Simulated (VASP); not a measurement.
# Lattice of InAs, functional by functional

How much does the relaxed cell of InAs depend on the functional? The starting structure is a measured crystal structure from the Crystallography Open Database. The first relaxation on each setting starts from this cell expanded by 3 % in volume.

Program: VASP 6.6.1. Level of theory: Kohn-Sham DFT with plane waves and PAW; PBEsol, LDA, PBE, PBEsol + D3(BJ), r2SCAN, r2SCAN + rVV10, rev-vdW-DF2 and PBE + D3(BJ). Results are calculated unless marked as measured.

### Step 1. The starting structure

It takes space group F-43m (No. 216, cubic). Conventional cell: a = 6.058 Å, b = 6.058 Å, c = 6.058 Å, α = 90.00°, β = 90.00°, γ = 90.00°. In has 4 As at 2.62 Å nearest. As has 4 In at 2.62 Å nearest. Farther neighbours are not listed.

Structure file:

```
In As
1.0
     0.00000    3.02900    3.02900
     3.02900    0.00000    3.02900
     3.02900    3.02900    0.00000
In As
1 1
Direct
  0.00000 0.00000 0.00000
  0.75000 0.75000 0.75000
```

### Step 2. Relaxation with PBEsol

PBEsol restores the gradient expansion of exchange and is tuned for the cells of solids.

The input, INCAR:

```
SYSTEM = InAs
PREC = Accurate
ENCUT = 450
EDIFF = 1E-06
NELM = 100
ISMEAR = 0
SIGMA = 0.05
LREAL = .FALSE.
ALGO = Normal
GGA = PS
NBANDS = 15
LORBIT = 11
LWAVE = .FALSE.
LCHARG = .FALSE.
KPAR = 8
IBRION = 2
NSW = 50
ISIF = 3
EDIFFG = -0.006
```

The input, POSCAR:

```
InAs
1.0
    0.0000000000      3.0589920495      3.0589920495
    3.0589920495      0.0000000000      3.0589920495
    3.0589920495      3.0589920495      0.0000000000
In As
1 1
Direct
    0.0000000000      0.0000000000      0.0000000000
    0.7500000000      0.7500000000      0.7500000000
```

The input, KPOINTS:

```
Automatic mesh
0
Gamma
10 10 10
0 0 0
```

PAW data sets: In_d and As (PBE family, release 64).

On the command line:

```bash
$ mpirun -np 8 vasp_std
```

The log of the run:

```text
[banner, memory and clock lines left out]
running    8 mpi-ranks, on    1 nodes
 distrk:  each k-point on    1 cores,    8 groups
 distr:  one band on    1 cores,    1 groups

 POSCAR found type information on POSCAR InAs
 POSCAR found :  2 types and       2 ions
|                                                                             |
|           W    W    AA    RRRRR   N    N  II  N    N   GGGG   !!!           |
|           W    W   A  A   R    R  NN   N  II  NN   N  G    G  !!!           |
|           W    W  A    A  R    R  N N  N  II  N N  N  G       !!!           |
|           W WW W  AAAAAA  RRRRR   N  N N  II  N  N N  G  GGG   !            |
|           WW  WW  A    A  R   R   N   NN  II  N   NN  G    G                |
|           W    W  A    A  R    R  N    N  II  N    N   GGGG   !!!           |
|                                                                             |
|     For optimal performance we recommend to set                             |
|       NCORE = 2 up to number-of-cores-per-socket                            |
|     NCORE specifies how many cores store one orbital (NPAR=cpu/NCORE).      |
|     This setting can greatly improve the performance of VASP for DFT.       |
|     The default, NCORE=1 might be grossly inefficient on modern             |
|     multi-core architectures or massively parallel machines. Do your        |
|     Unfortunately you need to use the default for GW and RPA                |
|     calculations (for HF NCORE is supported but not extensively tested      |
|     yet).                                                                   |
|                                                                             |

|                                                                             |
|               ----> ADVICE to this user running VASP <----                  |
|                                                                             |
|     You enforced a specific xc type in the INCAR file but a different       |
|     [... a line on the potential file left out ...]
|     I HOPE YOU KNOW WHAT YOU ARE DOING!                                     |
|                                                                             |

 LDA part: xc-table for (Slater+PW92), standard interpolation
 POSCAR, INCAR and KPOINTS ok, starting setup
 FFT: planning ... GRIDC
 FFT: planning ... GRID_SOFT
 FFT: planning ... GRID
 WAVECAR not read
 entering main loop
       N       E                     dE             d eps       ncg     rms          rms(c)
DAV:   1     0.106566388181E+03    0.10657E+03   -0.77732E+03  1417   0.116E+03
DAV:   2    -0.126518016230E+01   -0.10783E+03   -0.10343E+03  1508   0.285E+02
DAV:   3    -0.858804220991E+01   -0.73229E+01   -0.72864E+01  1858   0.773E+01
DAV:   4    -0.876547821923E+01   -0.17744E+00   -0.17739E+00  1722   0.136E+01
DAV:   5    -0.877390246196E+01   -0.84242E-02   -0.84241E-02  2167   0.252E+00    0.420E+00
DAV:   6    -0.851750949086E+01    0.25639E+00   -0.39637E-01  2238   0.116E+01    0.230E+00
DAV:   7    -0.848841648389E+01    0.29093E-01   -0.10414E-01  1994   0.325E+00    0.672E-01
DAV:   8    -0.848691800390E+01    0.14985E-02   -0.11916E-02  1812   0.132E+00    0.178E-01
DAV:   9    -0.848717160823E+01   -0.25360E-03   -0.85234E-04  1769   0.284E-01    0.104E-01
DAV:  10    -0.848723907710E+01   -0.67469E-04   -0.11321E-04  2097   0.148E-01    0.622E-02
DAV:  11    -0.848725895004E+01   -0.19873E-04   -0.53939E-05  1606   0.100E-01    0.456E-02
DAV:  12    -0.848725915050E+01   -0.20046E-06   -0.50891E-06  1622   0.230E-02
   1 F= -.84872592E+01 E0= -.84872205E+01  d E =-.848726E+01
 curvature:   0.00 expect dE= 0.000E+00 dE for cont linesearch  0.000E+00
 trial: gam= 0.00000 g(F)=  0.447E-47 g(S)=  0.461E-02 ort = 0.000E+00 (trialstep = 0.100E+01)
 search vector abs. value=  0.461E-02
 bond charge predicted
       N       E                     dE             d eps       ncg     rms          rms(c)
DAV:   1    -0.854378937151E+01   -0.56530E-01   -0.12768E+00  1788   0.215E+01    0.153E+00
DAV:   2    -0.849643291157E+01    0.47356E-01   -0.95125E-02  1753   0.735E+00    0.529E-01
DAV:   3    -0.848881292292E+01    0.76200E-02   -0.21183E-02  1830   0.304E+00    0.311E-01
DAV:   4    -0.848876356149E+01    0.49361E-04   -0.96902E-04  1522   0.278E-01    0.222E-01
DAV:   5    -0.848864240758E+01    0.12115E-03   -0.11104E-04  1680   0.984E-02    0.869E-02
DAV:   6    -0.848863995597E+01    0.24516E-05   -0.41889E-05  2178   0.747E-02    0.142E-02
DAV:   7    -0.848863772509E+01    0.22309E-05   -0.47068E-06  1768   0.345E-02    0.245E-03
DAV:   8    -0.848863776086E+01   -0.35765E-07   -0.57061E-07   873   0.169E-02
   2 F= -.84886378E+01 E0= -.84885991E+01  d E =-.137861E-02
 trial-energy change:   -0.001379  1 .order   -0.001317   -0.004609    0.001975
 step:   0.7116(harm=  0.7000)  dis= 0.00000  next Energy=    -8.488921 (dE=-0.166E-02)
 bond charge predicted
       N       E                     dE             d eps       ncg     rms          rms(c)
DAV:   1    -0.849346443865E+01   -0.48267E-02   -0.10842E-01  1788   0.644E+00    0.428E-01
DAV:   2    -0.848959614670E+01    0.38683E-02   -0.76272E-03  1753   0.200E+00    0.155E-01
DAV:   3    -0.848893609372E+01    0.66005E-03   -0.18930E-03  1823   0.901E-01    0.863E-02
DAV:   4    -0.848893109718E+01    0.49965E-05   -0.86224E-05  1515   0.849E-02    0.627E-02
DAV:   5    -0.848891503643E+01    0.16061E-04   -0.88422E-06  1653   0.272E-02    0.272E-02
DAV:   6    -0.848891120775E+01    0.38287E-05   -0.39859E-06  2164   0.211E-02    0.417E-03
DAV:   7    -0.848891164425E+01   -0.43650E-06   -0.37858E-07   810   0.107E-02
   3 F= -.84889116E+01 E0= -.84888730E+01  d E =-.165249E-02
 curvature:  -0.35 expect dE=-0.443E-06 dE for cont linesearch -0.443E-06
 trial: gam= 0.00000 g(F)=  0.136E-48 g(S)=  0.127E-05 ort =-0.765E-04 (trialstep = 0.942E+00)
 search vector abs. value=  0.127E-05
 reached required accuracy - stopping structural energy minimisation
```

Wall time 8 s (8 MPI ranks of Intel Xeon 6975P-C (Granite Rapids), shared host); peak memory 1.6 GiB.

Lines that name or quote the potential files are left out of all logs, and their timing lines are given in words.

OUTCAR, selected parts (step 2):

```text
ion  position               nearest neighbor table
   1  0.000  0.000  0.000-   2 2.65   2 2.65   2 2.65   2 2.65
   2  0.750  0.750  0.750-   1 2.65   1 2.65   1 2.65   1 2.65

  LATTYP: Found a face centered cubic cell.
 ALAT       =     6.1179840990

 Subroutine GETGRP returns: Found 24 space group operations
 (whereof 24 operations were pure point group operations)

The static configuration has the point symmetry T_d .

 Found     47 irreducible k-points:

   k-points           NKPTS =     47   k-points in BZ     NKDIM =     47   number of bands    NBANDS=     15

   dimension x,y,z NGX =    30 NGY =   30 NGZ =   30
   dimension x,y,z NGXF=    60 NGYF=   60 NGZF=   60

   ENCUT  =  450.0 eV  33.07 Ry    5.75 a.u.   7.48  7.48  7.48*2*pi/ulx,y,z

   NELECT =      18.0000    total number of electrons

 k-points in reciprocal lattice and weights: Automatic mesh
   0.00000000  0.00000000  0.00000000       0.001
   0.10000000  0.00000000  0.00000000       0.008
   0.20000000  0.00000000  0.00000000       0.008
   0.30000000  0.00000000  0.00000000       0.008
   0.40000000  0.00000000  0.00000000       0.008
   0.50000000  0.00000000  0.00000000       0.004
   0.10000000  0.10000000  0.00000000       0.006
   0.20000000  0.10000000  0.00000000       0.024
   0.30000000  0.10000000  0.00000000       0.024
[...]
-0.30000000  0.40000000  0.20000000       0.024
  -0.30000000  0.50000000  0.20000000       0.012

 average (electrostatic) potential at core
       1 -96.6224       2 -49.7040

 E-fermi :   4.1690

 k-point     1 :       0.0000    0.0000    0.0000
  band No.  band energies     occupation
    ...
      6      -7.5967      2.00000
      7       3.7596      2.00000
      8       4.1537      1.33372
      9       4.1537      1.33372
     10       4.1537      1.33372
     11       7.9990      0.00000
     12       7.9990      0.00000
     13       7.9990      0.00000
     14      11.4027      0.00000
     15      13.7615      0.00000

 k-point     2 :       0.1000    0.0000    0.0000
  band No.  band energies     occupation
    ...
      5     -10.0172      2.00000
      6      -7.4957      2.00000
      7       2.5720      2.00000
      8       4.0283      1.99993
      9       4.0283      1.99993
     10       4.9859      0.00000
     11       8.0426      0.00000
     12       8.1842      0.00000
     13       8.1842      0.00000
     14      12.0012      0.00000
    ...

 k-point     3 :       0.2000    0.0000    0.0000
  band No.  band energies     occupation
    ...
      5     -10.0167      2.00000
      6      -7.2094      2.00000
      7       1.1387      2.00000
      8       3.7464      2.00000
      9       3.7464      2.00000
     10       5.3062      0.00000
     11       8.5569      0.00000
     12       8.5569      0.00000
     13       8.6361      0.00000
     14      12.5025      0.00000
    ...

  Total        0.0041864      0.0041864      0.0041864     -0.0000000      0.0000000     -0.0000000
  in kB        0.1186973      0.1186973      0.1186973     -0.0000000      0.0000000     -0.0000000
  external PRESSURE =       0.1186973 kB  Pullay stress =       0.0000000 kB

  energy-cutoff  :      450.00
  volume of cell :       56.51
      direct lattice vectors                 reciprocal lattice vectors
     0.000000000  3.045741803  3.045741803    -0.164163620  0.164163620  0.164163620
     3.045741803  0.000000000  3.045741803     0.164163620 -0.164163620  0.164163620
     3.045741803  3.045741803 -0.000000000     0.164163620  0.164163620 -0.164163620

 POSITION                                       TOTAL-FORCE (eV/Angst)
 -----------------------------------------------------------------------------------
      0.00000      0.00000      0.00000         0.000000      0.000000      0.000000
      4.56861      4.56861      4.56861        -0.000000     -0.000000     -0.000000
 -----------------------------------------------------------------------------------
    total drift:                               -0.000000     -0.000000     -0.000000

  FREE ENERGIE OF THE ION-ELECTRON SYSTEM (eV)
  ---------------------------------------------------
  free  energy   TOTEN  =        -8.4889116443 eV

  energy  without entropy=       -8.4888343563  energy(sigma->0) =       -8.48887300

 reached required accuracy - stopping structural energy minimisation

 total charge
# of ion       s       p       d       tot
------------------------------------------
    1        0.849   0.716   9.886  11.451
    2        1.225   1.546   0.021   2.793
--------------------------------------------------
tot          2.074   2.263   9.907  14.244

[... 3 further parts left out ...]
```

CONTCAR:

```
InAs
   1.00000000000000
     0.0000000000000000    3.0457418030945593    3.0457418030945593
     3.0457418030945593    0.0000000000000000    3.0457418030945593
     3.0457418030945593    3.0457418030945593   -0.0000000000000000
  In              As
     1     1
Direct
     0.0000000000000000    0.0000000000000000    0.0000000000000000
     0.7500000000000000    0.7500000000000000    0.7500000000000000
```

The PAW data sets were made with PBE, which is usual practice but a small mismatch for other functionals. The run keeps the 24 symmetry operations of its start, so it cannot find a distortion of lower symmetry.

With PBEsol the relaxed cell holds 28.254 Å³ an atom, +1.67 % against the measured cell, with a = 6.091 Å. Pressures at 0.985 and 1.015 times this volume, from two more relaxations that aren't shown, give a bulk modulus of 55.8 GPa.

### Step 3. Relaxation with LDA

LDA, the lowest rung, knows the local density alone. This run starts from the cell of an earlier relaxation, which isn't shown; the restart sets up the plane waves anew.

Changes to INCAR since step 2:

```diff
@@ -9,3 +9,3 @@
 ALGO = Normal
-GGA = PS
+GGA = CA
 NBANDS = 15
```

The input, POSCAR:

```
InAs
1.0
    0.0000000000      3.0160905812      3.0160905812
    3.0160905812      0.0000000000      3.0160905812
    3.0160905812      3.0160905812      0.0000000000
In As
1 1
Direct
    0.0000000000      0.0000000000      0.0000000000
    0.7500000000      0.7500000000      0.7500000000
```

KPOINTS is that of step 2.

Potentials, in the order of the species: In_d and As (LDA family, release 64).

On the command line:

```bash
$ mpirun -np 8 vasp_std
```

The log of the run:

```text
[banner, memory and clock lines left out]
running    8 mpi-ranks, on    1 nodes
[...]
[... a notice as in an earlier step ...]

 LDA part: xc-table for (Slater(with rela. corr.)+CA(PZ))
 , standard interpolation
 POSCAR, INCAR and KPOINTS ok, starting setup
[...]
entering main loop
       N       E                     dE             d eps       ncg     rms          rms(c)
DAV:   1     0.106922077161E+03    0.10692E+03   -0.75985E+03  1417   0.115E+03
DAV:   2    -0.204565914548E+01   -0.10897E+03   -0.10502E+03  1536   0.289E+02
DAV:   3    -0.915262898909E+01   -0.71070E+01   -0.70727E+01  1802   0.765E+01
DAV:   4    -0.933724759576E+01   -0.18462E+00   -0.18449E+00  1743   0.138E+01
[...]
DAV:  11    -0.902930345042E+01   -0.36128E-05   -0.35507E-05  2137   0.116E-01    0.460E-02
DAV:  12    -0.902930107989E+01    0.23705E-05   -0.49709E-06  1784   0.306E-02    0.612E-03
DAV:  13    -0.902930113120E+01   -0.51303E-07   -0.69788E-07  1041   0.523E-03
   1 F= -.90293011E+01 E0= -.90292625E+01  d E =-.902930E+01
[...]
reached required accuracy - stopping structural energy minimisation
```

Wall time 3.6 s (8 MPI ranks); peak memory 1.3 GiB; 20 s of CPU time.

From OUTCAR (step 3):

```text
  Total       -0.0037315     -0.0037315     -0.0037315     -0.0000000      0.0000000     -0.0000000
  in kB       -0.1089521     -0.1089521     -0.1089521     -0.0000000      0.0000000     -0.0000000
  external PRESSURE =      -0.1089521 kB  Pullay stress =       0.0000000 kB

 POSITION                                       TOTAL-FORCE (eV/Angst)
 -----------------------------------------------------------------------------------
      0.00000      0.00000      0.00000         0.000000      0.000000      0.000000
      4.52414      4.52414      4.52414        -0.000000     -0.000000     -0.000000
 -----------------------------------------------------------------------------------
    total drift:                                0.000000      0.000000      0.000000

  FREE ENERGIE OF THE ION-ELECTRON SYSTEM (eV)
  ---------------------------------------------------
  free  energy   TOTEN  =        -9.0293011312 eV

  energy  without entropy=       -9.0292239309  energy(sigma->0) =       -9.02926253

[... 2 parts as in an earlier step ...]

[... 2 further parts left out ...]
[key lines of the parts left out:]
E-fermi :   4.4285
```

With LDA the relaxed cell holds 27.437 Å³ an atom, -1.27 % against the measured cell, with a = 6.032 Å. That is -2.89 % from PBEsol. Pressures at 0.985 and 1.015 times this volume, from two more relaxations that aren't shown, give a bulk modulus of 60.1 GPa.

### Step 4. Relaxation with PBE

PBE, the usual starting point, adds the gradient of the density. This run starts from the cell of an earlier relaxation, which isn't shown; the restart sets up the plane waves anew.

Changes to INCAR since step 3:

```diff
@@ -9,3 +9,3 @@
 ALGO = Normal
-GGA = CA
+GGA = PE
 NBANDS = 15
```

The input, POSCAR:

```
InAs
1.0
    0.0000000000      3.0946441011      3.0946441011
    3.0946441011      0.0000000000      3.0946441011
    3.0946441011      3.0946441011      0.0000000000
In As
1 1
Direct
    0.0000000000      0.0000000000      0.0000000000
    0.7500000000      0.7500000000      0.7500000000
```

KPOINTS is that of step 3.

PAW data sets: In_d and As (PBE family, release 64).

On the command line:

```bash
$ mpirun -np 8 vasp_std
```

The log of the run:

```text
[banner, memory and clock lines left out]
running    8 mpi-ranks, on    1 nodes
[...]
[... a notice as in an earlier step ...]

 LDA part: xc-table for (Slater+PW92), standard interpolation
 POSCAR, INCAR and KPOINTS ok, starting setup
[...]
entering main loop
       N       E                     dE             d eps       ncg     rms          rms(c)
DAV:   1     0.105333682143E+03    0.10533E+03   -0.77326E+03  1425   0.115E+03
DAV:   2    -0.878571663354E+00   -0.10621E+03   -0.10251E+03  1550   0.276E+02
DAV:   3    -0.778600606541E+01   -0.69074E+01   -0.68579E+01  1816   0.737E+01
DAV:   4    -0.796646171997E+01   -0.18046E+00   -0.18042E+00  1755   0.138E+01
[...]
DAV:  11    -0.771841778913E+01   -0.49391E-04   -0.12546E-04  1599   0.114E-01    0.391E-02
DAV:  12    -0.771841893387E+01   -0.11447E-05   -0.65067E-06  1711   0.250E-02    0.928E-03
DAV:  13    -0.771841935360E+01   -0.41973E-06   -0.18346E-06  1674   0.822E-03
   1 F= -.77184194E+01 E0= -.77183805E+01  d E =-.771842E+01
[...]
reached required accuracy - stopping structural energy minimisation
```

Elapsed: 4.2 s, on 8 MPI ranks; peak memory 1.4 GiB; 23 s of CPU time.

From OUTCAR (step 4):

```text
  Total        0.0037510      0.0037510      0.0037510      0.0000000      0.0000000     -0.0000000
  in kB        0.1013907      0.1013907      0.1013907      0.0000000      0.0000000     -0.0000000
  external PRESSURE =       0.1013907 kB  Pullay stress =       0.0000000 kB

 POSITION                                       TOTAL-FORCE (eV/Angst)
 -----------------------------------------------------------------------------------
      0.00000      0.00000      0.00000         0.000000      0.000000      0.000000
      4.64197      4.64197      4.64197        -0.000000     -0.000000     -0.000000
 -----------------------------------------------------------------------------------
    total drift:                               -0.000000     -0.000000     -0.000000

  FREE ENERGIE OF THE ION-ELECTRON SYSTEM (eV)
  ---------------------------------------------------
  free  energy   TOTEN  =        -7.7184193536 eV

  energy  without entropy=       -7.7183416757  energy(sigma->0) =       -7.71838051

[... 2 parts as in an earlier step ...]

[... 2 further parts left out ...]
[key lines of the parts left out:]
E-fermi :   3.8446
```

With PBE the relaxed cell holds 29.637 Å³ an atom, +6.64 % against the measured cell, with a = 6.189 Å. That is +4.89 % from PBEsol. Pressures at 0.985 and 1.015 times this volume, from two more relaxations that aren't shown, give a bulk modulus of 48.6 GPa.

[end of part 1 of 3]

[Lines on the potential files, build, host, timing and source positions are cut from VASP's logs without a mark.]

[Logs are printed without paths, hosts, clocks, repeated set-up lines and the standing remarks that a program may print on its own settings, such as how far it seeks lower states.]

[Hosts, paths, dates, database ids (printed as entryN), source tags and the programs' standing remarks are cut or masked in the printed files.]
